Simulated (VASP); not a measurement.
# Sr2MnSi2O7: structure and properties in VASP, part 6 of 14

What structure and properties does LDA + U give Sr2MnSi2O7, and how near are they to the measured ones? The start is a cell from a database of measured crystal structures.

VASP 6.6.1; LDA, DFT+U (Mn d 3 eV), spin-polarised from a ferromagnetic start; plane waves and PAW (Sr_sv, Mn_pv, Si, O).

Still holding for the runs below: The magnetic state follows from one typed start and may not be the lowest. Experiment finds antiferromagnetic order in this phase (below 3.4 K, arxiv:2410.22741), so this ferromagnetic run describes another state.

So far, gap on the k-mesh (eV): 2.34 in steps 2, 3 and 4.

## Step 5: Band structure (LDA + U) (continued)

Spin down. The electronic bands at the labelled points (eV, zero at the valence-band top; v1 is the highest filled band, c1 the lowest empty one):

| point | v4 | v3 | v2 | v1 | c1 | c2 | c3 | c4 |
| --- | --- | --- | --- | --- | --- | --- | --- | --- |
| Γ | -2.53 | -2.52 | -2.44 | -2.44 | 2.42 | 3.98 | 4.06 | 4.06 |
| 0.45 of the way | -2.49 | -2.49 | -2.42 | -2.41 | 2.68 | 3.95 | 4.00 | 4.09 |
| X | -2.47 | -2.47 | -2.39 | -2.39 | 3.41 | 3.41 | 4.06 | 4.06 |
| 0.45 of the way | -2.48 | -2.48 | -2.37 | -2.37 | 3.52 | 3.52 | 4.03 | 4.03 |
| M | -2.52 | -2.52 | -2.35 | -2.35 | 3.70 | 3.70 | 4.00 | 4.00 |
| 0.45 of the way | -2.49 | -2.47 | -2.43 | -2.35 | 3.08 | 3.84 | 4.02 | 4.07 |
| Γ | -2.53 | -2.52 | -2.44 | -2.44 | 2.42 | 3.98 | 4.06 | 4.06 |
| 0.45 of the way | -2.44 | -2.36 | -2.31 | -2.31 | 2.96 | 4.04 | 4.12 | 4.13 |
| Z | -2.24 | -2.13 | -2.03 | -2.03 | 3.82 | 4.06 | 4.19 | 4.19 |
| 0.45 of the way | -2.22 | -2.13 | -2.05 | -2.05 | 3.91 | 4.08 | 4.20 | 4.22 |
| R | -2.14 | -2.14 | -2.09 | -2.09 | 4.14 | 4.14 | 4.19 | 4.19 |
| 0.45 of the way | -2.14 | -2.14 | -2.09 | -2.09 | 4.09 | 4.09 | 4.14 | 4.14 |
| A | -2.13 | -2.13 | -2.10 | -2.10 | 4.06 | 4.06 | 4.06 | 4.06 |
| 0.45 of the way | -2.19 | -2.12 | -2.10 | -2.06 | 4.00 | 4.09 | 4.15 | 4.18 |
| Z | -2.24 | -2.13 | -2.03 | -2.03 | 3.82 | 4.06 | 4.19 | 4.19 |
| jump to X | -2.47 | -2.47 | -2.39 | -2.39 | 3.41 | 3.41 | 4.06 | 4.06 |
| 0.55 of the way | -2.31 | -2.31 | -2.24 | -2.24 | 3.80 | 3.80 | 4.12 | 4.12 |
| R | -2.14 | -2.14 | -2.09 | -2.09 | 4.14 | 4.14 | 4.19 | 4.19 |
| jump to M | -2.52 | -2.52 | -2.35 | -2.35 | 3.70 | 3.70 | 4.00 | 4.00 |
| 0.55 of the way | -2.28 | -2.28 | -2.26 | -2.26 | 3.90 | 3.90 | 4.07 | 4.07 |
| A | -2.13 | -2.13 | -2.10 | -2.10 | 4.06 | 4.06 | 4.06 | 4.06 |

Of the projections kept (Sr, Mn, Si, O), the largest for each band there; the rest of the weight can lie on other orbitals:

| point | v4 | v3 | v2 | v1 | c1 | c2 | c3 | c4 |
| --- | --- | --- | --- | --- | --- | --- | --- | --- |
| Γ | O 0.95 | O 0.93 | O 0.94 | O 0.94 | O 0.59 | Mn 0.81 | Mn 0.68 | Mn 0.68 |
| X | O 0.94 | O 0.94 | O 0.96 | O 0.96 | O 0.59 | O 0.59 | Mn 0.85 | Mn 0.85 |
| M | O 0.94 | O 0.94 | O 0.96 | O 0.96 | Mn 0.50 | Mn 0.50 | Mn 0.73 | Mn 0.73 |
| Γ | O 0.95 | O 0.93 | O 0.94 | O 0.94 | O 0.59 | Mn 0.81 | Mn 0.68 | Mn 0.68 |
| Z | O 0.94 | O 0.96 | O 0.96 | O 0.96 | Mn 0.62 | Mn 0.85 | Mn 0.80 | Mn 0.80 |
| R | O 0.96 | O 0.96 | O 0.96 | O 0.96 | Mn 0.93 | Mn 0.93 | Mn 0.74 | Mn 0.74 |

The path finds the gap of the mesh within 0.02 eV, so the mesh comes close to both band edges.

## Step 6: Density of states (LDA + U)

Here the states are counted by energy and projected on the atoms. The mesh is finer than in the run before.

Input file INCAR:

```
SYSTEM = Sr2MnSi2O7
PREC = Accurate
ENCUT = 520
EDIFF = 1E-06
NELM = 100
ISMEAR = -5
SIGMA = 0.05
LREAL = Auto
ALGO = Fast
GGA = CA
NBANDS = 153
ISPIN = 2
MAGMOM = 0.004 0.004 0.004 0.004 4.477 4.477 0.008 0.008 0.008 0.008 0.003 0.003 0.006 0.006 0.006 0.006 0.038 0.038 0.038 0.038 0.038 0.038 0.038 0.038
LDAU = .TRUE.
LDAUTYPE = 2
LDAUL = -1 2 -1 -1
LDAUU = 0 3 0 0
LDAUJ = 0 0 0 0
LDAUPRINT = 1
LASPH = .TRUE.
LMAXMIX = 4
LORBIT = 11
LWAVE = .FALSE.
LCHARG = .FALSE.
KPAR = 8
NEDOS = 2001
```

Input file POSCAR:

```
Sr2MnSi2O7
1.0
    8.0304670165      0.0000000000      0.0000000000
    0.0000000000      8.0304670165      0.0000000000
    0.0000000000      0.0000000000      5.0790296646
Sr Mn Si O
4 2 4 14
Direct
    0.3345770917      0.1654229083      0.5063260309
    0.1654229083      0.6654229083      0.4936739691
    0.6654229083      0.8345770917      0.5063260309
    0.8345770917      0.3345770917      0.4936739691
    0.0000000000      0.0000000000      0.0000000000
    0.5000000000      0.5000000000      0.0000000000
    0.1377929865      0.3622070135      0.9396728049
    0.3622070135      0.8622070135      0.0603271951
    0.8622070135      0.6377929865      0.9396728049
    0.6377929865      0.1377929865      0.0603271951
    0.5000000000      0.0000000000      0.1681971946
    0.0000000000      0.5000000000      0.8318028054
    0.1395688079      0.3604311921      0.2550303602
    0.3604311921      0.8604311921      0.7449696398
    0.8604311921      0.6395688079      0.2550303602
    0.6395688079      0.1395688079      0.7449696398
    0.0786485217      0.1935386624      0.7886769092
    0.1935386624      0.9213514783      0.2113230908
    0.9213514783      0.8064613376      0.7886769092
    0.8064613376      0.0786485217      0.2113230908
    0.5786485217      0.3064613376      0.2113230908
    0.6935386624      0.5786485217      0.7886769092
    0.4213514783      0.6935386624      0.2113230908
    0.3064613376      0.4213514783      0.7886769092
```

Input file KPOINTS:

```
Automatic mesh
0
Gamma
4 4 7
0 0 0
```

PAW data sets: Sr_sv, Mn_pv, Si and O (LDA family, release 64).

The run is started by

```
mpirun -np 8 vasp_std
```

The log of the run:

```text
[banner, memory and clock lines left out]
running    8 mpi-ranks, on    1 nodes
 distrk:  each k-point on    1 cores,    8 groups
 distr:  one band on    1 cores,    1 groups

 POSCAR found type information on POSCAR SrMnSiO
 POSCAR found :  4 types and      24 ions
|                                                                             |
|           W    W    AA    RRRRR   N    N  II  N    N   GGGG   !!!           |
|           W    W   A  A   R    R  NN   N  II  NN   N  G    G  !!!           |
|           W    W  A    A  R    R  N N  N  II  N N  N  G       !!!           |
|           W WW W  AAAAAA  RRRRR   N  N N  II  N  N N  G  GGG   !            |
|           WW  WW  A    A  R   R   N   NN  II  N   NN  G    G                |
|           W    W  A    A  R    R  N    N  II  N    N   GGGG   !!!           |
|                                                                             |
|     For optimal performance we recommend to set                             |
|       NCORE = 2 up to number-of-cores-per-socket                            |
|     NCORE specifies how many cores store one orbital (NPAR=cpu/NCORE).      |
|     This setting can greatly improve the performance of VASP for DFT.       |
|     The default, NCORE=1 might be grossly inefficient on modern             |
|     multi-core architectures or massively parallel machines. Do your        |
|     Unfortunately you need to use the default for GW and RPA                |
|     calculations (for HF NCORE is supported but not extensively tested      |
|     yet).                                                                   |
|                                                                             |

 LDA part: xc-table for (Slater(with rela. corr.)+CA(PZ))
 , standard interpolation
 POSCAR, INCAR and KPOINTS ok, starting setup
 FFT: planning ... GRIDC
 FFT: planning ... GRID_SOFT
 FFT: planning ... GRID
 WAVECAR not read
 entering main loop
       N       E                     dE             d eps       ncg     rms          rms(c)
DAV:   1     0.127786913154E+04    0.12779E+04   -0.80641E+04 15032   0.107E+03
DAV:   2    -0.979964981947E+02   -0.13759E+04   -0.12860E+04 15760   0.303E+02
DAV:   3    -0.216251222329E+03   -0.11825E+03   -0.11538E+03 17972   0.935E+01
DAV:   4    -0.221205151472E+03   -0.49539E+01   -0.48847E+01 20888   0.144E+01
DAV:   5    -0.221343931750E+03   -0.13878E+00   -0.13843E+00 19920   0.231E+00    0.492E+01
RMM:   6    -0.197027103131E+03    0.24317E+02   -0.65412E+01 17342   0.170E+01    0.400E+01
RMM:   7    -0.196569762061E+03    0.45734E+00   -0.46388E+00 18659   0.553E+00    0.262E+01
RMM:   8    -0.196342446980E+03    0.22732E+00   -0.67524E-01 20251   0.220E+00    0.137E+01
RMM:   9    -0.196205657583E+03    0.13679E+00   -0.36334E-01 20500   0.177E+00    0.227E+00
RMM:  10    -0.196218677486E+03   -0.13020E-01   -0.65492E-02 21318   0.688E-01    0.902E-01
RMM:  11    -0.196219983148E+03   -0.13057E-02   -0.12351E-02 23792   0.271E-01    0.321E-01
RMM:  12    -0.196220480690E+03   -0.49754E-03   -0.44029E-03 23855   0.144E-01    0.200E-01
RMM:  13    -0.196220668393E+03   -0.18770E-03   -0.11848E-03 25747   0.820E-02    0.742E-02
RMM:  14    -0.196220949893E+03   -0.28150E-03   -0.44132E-04 26966   0.437E-02    0.455E-02
RMM:  15    -0.196220972412E+03   -0.22520E-04   -0.19228E-04 27519   0.245E-02    0.149E-02
RMM:  16    -0.196220984360E+03   -0.11948E-04   -0.88287E-05 27468   0.156E-02    0.768E-03
RMM:  17    -0.196220989719E+03   -0.53591E-05   -0.42399E-05 26350   0.102E-02    0.430E-03
RMM:  18    -0.196220992188E+03   -0.24690E-05   -0.19946E-05 24448   0.685E-03    0.239E-03
WARNING in EDDRMM: call to ZHEGV failed, returncode =   8  4     92
RMM:  19    -0.196220993517E+03   -0.13287E-05   -0.10367E-05 22263   0.467E-03    0.117E-03
WARNING in EDDRMM: call to ZHEGV failed, returncode =   6  3     79
RMM:  20    -0.196220994124E+03   -0.60685E-06   -0.49277E-06 19685   0.312E-03
   1 F= -.19622099E+03 E0= -.19622099E+03  d E =0.000000E+00  mag=    10.0000
```

Run time: 5.6 min. Hardware: 8 MPI ranks of Intel Xeon 6975P-C (Granite Rapids), shared host; peak memory 11 GiB; 45 min of CPU time.

Parts of OUTCAR (step 6):

```text
   k-points           NKPTS =     24   k-points in BZ     NKDIM =     24   number of bands    NBANDS=    153

   NELECT =     166.0000    total number of electrons

atom =   5  type =  2  l = 2

 onsite density matrix

spin component  1

  0.9463  0.0000 -0.0000 -0.0000 -0.0029
  0.0000  0.9448  0.0000 -0.0000 -0.0000
 -0.0000  0.0000  0.9381 -0.0000  0.0000
 -0.0000 -0.0000 -0.0000  0.9448 -0.0000
 -0.0029 -0.0000  0.0000 -0.0000  0.9466

spin component  2

  0.0650 -0.0000 -0.0000 -0.0000 -0.0295
 -0.0000  0.0748  0.0000  0.0000  0.0000
 -0.0000  0.0000  0.0246  0.0000 -0.0000
 -0.0000  0.0000  0.0000  0.0748  0.0000
 -0.0295  0.0000 -0.0000  0.0000  0.0670

 occupancies and eigenvectors

  o =  0.0246  v =  0.0000  0.0000  0.0000  0.0000  0.0000  0.0000 -0.0000  1.0000 -0.0000  0.0000      0.0000  0.0000  0.0000  0.0000  0.0000  0.0000  0.0000  0.0000  0.0000  0.0000
  o =  0.0364  v =  0.0000  0.0000  0.0000  0.0000  0.0000  0.7195  0.0000 -0.0000 -0.0000  0.6945      0.0000  0.0000  0.0000  0.0000  0.0000  0.0000  0.0000  0.0000  0.0000  0.0000
  o =  0.0748  v =  0.0000  0.0000  0.0000  0.0000  0.0000 -0.0000  0.0000 -0.0000 -1.0000  0.0000      0.0000  0.0000  0.0000  0.0000  0.0000  0.0000  0.0000  0.0000  0.0000  0.0000
  o =  0.0748  v =  0.0000  0.0000  0.0000  0.0000  0.0000  0.0000 -1.0000 -0.0000 -0.0000  0.0000      0.0000  0.0000  0.0000  0.0000  0.0000  0.0000  0.0000  0.0000  0.0000  0.0000
  o =  0.0956  v =  0.0000  0.0000  0.0000  0.0000  0.0000  0.6945  0.0000  0.0000 -0.0000 -0.7195      0.0000  0.0000  0.0000  0.0000  0.0000  0.0000  0.0000  0.0000  0.0000  0.0000
  o =  0.9381  v =  0.0000  0.0000 -1.0000 -0.0000  0.0000  0.0000  0.0000  0.0000  0.0000  0.0000      0.0000  0.0000  0.0000  0.0000  0.0000  0.0000  0.0000  0.0000  0.0000  0.0000
  o =  0.9435  v = -0.7242  0.0000 -0.0000 -0.0000 -0.6896  0.0000  0.0000  0.0000  0.0000  0.0000      0.0000  0.0000  0.0000  0.0000  0.0000  0.0000  0.0000  0.0000  0.0000  0.0000
  o =  0.9448  v =  0.0000  1.0000  0.0000  0.0000  0.0000  0.0000  0.0000  0.0000  0.0000  0.0000      0.0000  0.0000  0.0000  0.0000  0.0000  0.0000  0.0000  0.0000  0.0000  0.0000
  o =  0.9448  v =  0.0000  0.0000  0.0000 -1.0000  0.0000  0.0000  0.0000  0.0000  0.0000  0.0000      0.0000  0.0000  0.0000  0.0000  0.0000  0.0000  0.0000  0.0000  0.0000  0.0000
  o =  0.9493  v = -0.6896  0.0000  0.0000  0.0000  0.7242  0.0000  0.0000  0.0000  0.0000  0.0000      0.0000  0.0000  0.0000  0.0000  0.0000  0.0000  0.0000  0.0000  0.0000  0.0000

atom =   6  type =  2  l = 2

 onsite density matrix

spin component  1

  0.9463  0.0000  0.0000 -0.0000  0.0029
  0.0000  0.9448 -0.0000  0.0000  0.0000
  0.0000 -0.0000  0.9381 -0.0000 -0.0000
 -0.0000  0.0000 -0.0000  0.9448 -0.0000
  0.0029  0.0000 -0.0000 -0.0000  0.9466

spin component  2

  0.0650 -0.0000  0.0000  0.0000  0.0295
 -0.0000  0.0748 -0.0000  0.0000 -0.0000
  0.0000 -0.0000  0.0246  0.0000 -0.0000
  0.0000  0.0000  0.0000  0.0748  0.0000
  0.0295 -0.0000 -0.0000  0.0000  0.0670

 occupancies and eigenvectors

  o =  0.0246  v =  0.0000  0.0000  0.0000  0.0000  0.0000 -0.0000  0.0000  1.0000  0.0000  0.0000      0.0000  0.0000  0.0000  0.0000  0.0000  0.0000  0.0000  0.0000  0.0000  0.0000
  o =  0.0364  v =  0.0000  0.0000  0.0000  0.0000  0.0000  0.7195  0.0000  0.0000 -0.0000 -0.6945      0.0000  0.0000  0.0000  0.0000  0.0000  0.0000  0.0000  0.0000  0.0000  0.0000
  o =  0.0748  v =  0.0000  0.0000  0.0000  0.0000  0.0000  0.0000  1.0000 -0.0000 -0.0000  0.0000      0.0000  0.0000  0.0000  0.0000  0.0000  0.0000  0.0000  0.0000  0.0000  0.0000
  o =  0.0748  v =  0.0000  0.0000  0.0000  0.0000  0.0000  0.0000 -0.0000 -0.0000 -1.0000  0.0000      0.0000  0.0000  0.0000  0.0000  0.0000  0.0000  0.0000  0.0000  0.0000  0.0000
  o =  0.0956  v =  0.0000  0.0000  0.0000  0.0000  0.0000  0.6945  0.0000 -0.0000  0.0000  0.7195      0.0000  0.0000  0.0000  0.0000  0.0000  0.0000  0.0000  0.0000  0.0000  0.0000
  o =  0.9381  v =  0.0000  0.0000  1.0000 -0.0000 -0.0000  0.0000  0.0000  0.0000  0.0000  0.0000      0.0000  0.0000  0.0000  0.0000  0.0000  0.0000  0.0000  0.0000  0.0000  0.0000
  o =  0.9435  v = -0.7242  0.0000  0.0000 -0.0000  0.6896  0.0000  0.0000  0.0000  0.0000  0.0000      0.0000  0.0000  0.0000  0.0000  0.0000  0.0000  0.0000  0.0000  0.0000  0.0000
  o =  0.9448  v =  0.0000 -0.0000 -0.0000 -1.0000 -0.0000  0.0000  0.0000  0.0000  0.0000  0.0000      0.0000  0.0000  0.0000  0.0000  0.0000  0.0000  0.0000  0.0000  0.0000  0.0000
  o =  0.9448  v =  0.0000 -1.0000  0.0000  0.0000  0.0000  0.0000  0.0000  0.0000  0.0000  0.0000      0.0000  0.0000  0.0000  0.0000  0.0000  0.0000  0.0000  0.0000  0.0000  0.0000
  o =  0.9493  v = -0.6896  0.0000  0.0000  0.0000 -0.7242  0.0000  0.0000  0.0000  0.0000  0.0000      0.0000  0.0000  0.0000  0.0000  0.0000  0.0000  0.0000  0.0000  0.0000  0.0000

 E-fermi :   3.5426

 k-point     2 :       0.2500    0.0000    0.0000
  band No.  band energies     occupation
    ...
     84       2.7681      1.00000
     85       3.0105      1.00000
     86       3.0450      1.00000
     87       3.2218      1.00000
     88       3.3724      1.00000
     89       6.1800      0.00000
     90       7.5853      0.00000
     91       7.8170      0.00000
     92       7.9737      0.00000
     93       8.1661      0.00000
    ...

 k-point     3 :       0.5000    0.0000    0.0000
  band No.  band energies     occupation
    ...
     84       2.8479      1.00000
     85       2.8857      1.00000
     86       2.8857      1.00000
     87       3.3115      1.00000
     88       3.3115      1.00000
     89       6.9138      0.00000
     90       6.9138      0.00000
     91       7.9059      0.00000
     92       7.9059      0.00000
     93       8.2444      0.00000
    ...

  Total        0.0208219      0.0208219     -0.1517307      0.0000000     -0.0000000      0.0000000
  in kB        0.1018520      0.1018520     -0.7422012      0.0000000     -0.0000000      0.0000000
  external PRESSURE =      -0.1794991 kB  Pullay stress =       0.0000000 kB

 POSITION                                       TOTAL-FORCE (eV/Angst)
 -----------------------------------------------------------------------------------
      2.68681      1.32842      2.57164        -0.004276      0.004276     -0.005088
      1.32842      5.34366      2.50738         0.004276      0.004276      0.005088
      5.34366      6.70204      2.57164         0.004276     -0.004276     -0.005088
      6.70204      2.68681      2.50738        -0.004276     -0.004276      0.005088
      0.00000      0.00000      0.00000         0.000000     -0.000000      0.000000
      4.01523      4.01523      0.00000         0.000000     -0.000000      0.000000
      1.10654      2.90869      4.77263        -0.000093      0.000093      0.002363
      2.90869      6.92392      0.30640         0.000093      0.000093     -0.002363
      6.92392      5.12178      4.77263         0.000093     -0.000093      0.002363
      5.12178      1.10654      0.30640        -0.000093     -0.000093     -0.002363
      4.01523      0.00000      0.85428         0.000000     -0.000000      0.005768
      0.00000      4.01523      4.22475         0.000000     -0.000000     -0.005768
      1.12080      2.89443      1.29531         0.002033     -0.002033     -0.005754
      2.89443      6.90966      3.78372        -0.002033     -0.002033      0.005754
      6.90966      5.13604      1.29531        -0.002033      0.002033     -0.005754
      5.13604      1.12080      3.78372         0.002033      0.002033      0.005754
      0.63158      1.55421      4.00571        -0.007750      0.000270     -0.002638
      1.55421      7.39888      1.07332         0.000270      0.007750      0.002638
      7.39888      6.47626      4.00571         0.007750     -0.000270     -0.002638
      6.47626      0.63158      1.07332        -0.000270     -0.007750      0.002638
      4.64682      2.46103      1.07332        -0.007750     -0.000270      0.002638
      5.56944      4.64682      4.00571         0.000270     -0.007750     -0.002638
      3.38365      5.56944      1.07332         0.007750      0.000270      0.002638
      2.46103      3.38365      4.00571        -0.000270      0.007750     -0.002638
 -----------------------------------------------------------------------------------
    total drift:                                0.000001      0.000001     -0.000000

  FREE ENERGIE OF THE ION-ELECTRON SYSTEM (eV)
  ---------------------------------------------------
  free  energy   TOTEN  =      -196.2209941240 eV

  energy  without entropy=     -196.2209941240  energy(sigma->0) =     -196.22099412

[... 12 parts as in an earlier step ...]

[... 10 further parts left out ...]
```

Numbers from this step:

| Item | Value |
| --- | --- |
| irreducible k-points | 24 |
| Fermi energy | 3.543 eV |
| pressure | -0.01795 GPa |
| valence top at k | 0, 0, 0.4286 |
| gap on the k-mesh | 2.331 eV |
| least direct gap on the k-mesh | 2.475 eV |

The density of states has structure finer than the step of the table below, so its rows give means over 0.5 eV, whole bins alone (the curve runs from -11.9 to 5.09 eV). Peaks (eV: height): total down -9.18: 14.4, -5.88: 16.0, -2.36: 20.7, 4.35: 21.2; total up -6.84: 13.3, -6.20: 14.4, -4.39: 13.0, -2.58: 16.9; O p up -6.20: 7.04, -4.92: 6.22, -4.39: 6.59, -2.58: 10.5; O p down -5.88: 8.27, -4.92: 7.68, -3.32: 8.14, -2.36: 14.1; Mn d up -1.51: 7.27, -1.19: 6.10, -0.77: 5.34, -0.23: 4.80.

States under -11.9 eV and over 5.1 eV are left out. Density of states against energy, zero at the valence-band top; means over each step; 7 of 21 lines; values in states/eV/cell:

| energy (eV) | total down | total up | O p up | O p down | Mn d up | Mn d down | Sr d up |
| --- | --- | --- | --- | --- | --- | --- | --- |
| -10.0 | 0 | 0 | 0 | 0 | 0 | 0 | 0 |
| -9.5 | 0.520 | 1.42 | 0.676 | 0.250 | 0.0146 | 0.00186 | 0.00227 |
| -9.0 | 3.48 | 2.58 | 1.23 | 1.68 | 0.0267 | 0.0131 | 0.00303 |
| -8.5 | 0 | 0 | 0 | 0 | 0 | 0 | 0 |
| -8.0 | 0 | 0 | 0 | 0 | 0 | 0 | 0 |
| -7.5 | 0 | 0 | 0 | 0 | 0 | 0 | 0 |
| -7.0 | 0.410 | 3.62 | 1.60 | 0.182 | 0.214 | 0.00300 | 0.0110 |
| -6.5 | 4.39 | 3.56 | 1.69 | 2.01 | 0.157 | 0.0466 | 0.0314 |
| -6.0 | 10.5 | 8.86 | 4.41 | 5.33 | 0.344 | 0.0853 | 0.0637 |
| -5.5 | 2.12 | 5.81 | 2.83 | 1.10 | 0.578 | 0.0239 | 0.0330 |
| -5.0 | 7.23 | 7.03 | 3.40 | 3.89 | 0.682 | 0.0997 | 0.0466 |
| -4.5 | 7.32 | 10.6 | 5.30 | 4.03 | 1.53 | 0.0884 | 0.0672 |
| -4.0 | 7.94 | 9.51 | 5.01 | 4.64 | 1.14 | 0.107 | 0.0695 |
| -3.5 | 11.4 | 8.03 | 4.72 | 7.10 | 0.576 | 0.303 | 0.0851 |
| -3.0 | 10.2 | 8.87 | 5.35 | 6.60 | 0.536 | 0.197 | 0.145 |
| -2.5 | 15.2 | 13.5 | 8.49 | 10.1 | 0.641 | 0.130 | 0.137 |
| -2.0 | 3.29 | 0.564 | 0.370 | 2.26 | 0.0219 | 0.0349 | 0.00294 |
| -1.5 | 0 | 5.55 | 1.14 | 0 | 3.69 | 0 | 0.0279 |
| -1.0 | 0 | 5.66 | 1.27 | 0 | 3.54 | 0 | 0.0295 |
| -0.5 | 0 | 6.53 | 1.67 | 0 | 3.77 | 0 | 0.0265 |
| 0.0 | 0 | 2.26 | 0.636 | 0 | 1.23 | 0 | 0.0120 |
| 0.5 | 0 | 0 | 0 | 0 | 0 | 0 | 0 |
| 1.0 | 0 | 0 | 0 | 0 | 0 | 0 | 0 |
| 1.5 | 0 | 0 | 0 | 0 | 0 | 0 | 0 |
| 2.0 | 0 | 3.0e-5 | 0 | 0 | 0 | 0 | 0 |
| 2.5 | 0.0432 | 0.0831 | 0.00692 | 0.00310 | 1.1e-4 | 4.5e-4 | 0.00167 |
| 3.0 | 0.379 | 0.393 | 0.0448 | 0.0381 | 8.1e-4 | 0.0127 | 0.0127 |
| 3.5 | 1.15 | 0.852 | 0.121 | 0.138 | 0.00235 | 0.161 | 0.0491 |
| 4.0 | 9.38 | 1.73 | 0.269 | 0.676 | 0.00487 | 5.18 | 0.165 |
| 4.5 | 14.3 | 4.20 | 0.616 | 1.14 | 0.0130 | 7.81 | 0.708 |

The gap on this mesh is 2.33 eV. In the top eV of the valence band the largest shares in the PAW spheres are Mn d 58 % and O p 25 %. The rest lies in smaller channels or between the spheres.

(Part 6 of 14 ends here.)

[Lines on the potential files, build, host, timing and source positions are cut from VASP's logs without a mark.]

[Logs are printed without paths, hosts, clocks, repeated set-up lines and the standing remarks that a program may print on its own settings, such as how far it seeks lower states.]

[Hosts, paths, dates, database ids (printed as entryN), source tags and the programs' standing remarks are cut or masked in the printed files.]

[A measured line is paired with the nearest computed mode of its activity, which favours agreement.]
